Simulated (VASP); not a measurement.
Data:

```
CELL_PARAMETERS angstrom
      2.91429     0.00000     0.00000
     -1.45714     2.52385     0.00000
      0.00000     0.00000     9.60468
ATOMIC_POSITIONS crystal
  Mg 0.66667 0.33333 0.50000
  Ti 0.66667 0.33333 0.00000
  Ti 0.00000 0.00000 0.76782
  Ti 0.00000 0.00000 0.23218
```

Level of theory: PBEsol GGA, VASP's PBE PAW potentials (set 64) (plane waves; VASP). Numerical set-up: 400 eV cut-off, 13×13×4 Γ-centred mesh, tetrahedra with Blöchl corrections, potentials Mg Ti_sv.

The cores are frozen, which limits the accuracy of field gradients.

Problem. Give the principal components of the electric field gradient (V/Å²) and the asymmetry η at each nucleus.

Solution. 
| atom | Vxx | Vyy | Vzz | η |
|---|---|---|---|---|
| Mg1 | 8.2 | 8.2 | -16.3 | 0.00 |
| Ti2 | -12.0 | -12.0 | 24.0 | 0.00 |
| Ti3 | -12.2 | -12.2 | 24.3 | 0.00 |
| Ti4 | -12.2 | -12.2 | 24.3 | 0.00 |

The structure comes from a computed database's MgTi3 entry (P-6m2); how it stands against other phases isn't given here. It was relaxed first.
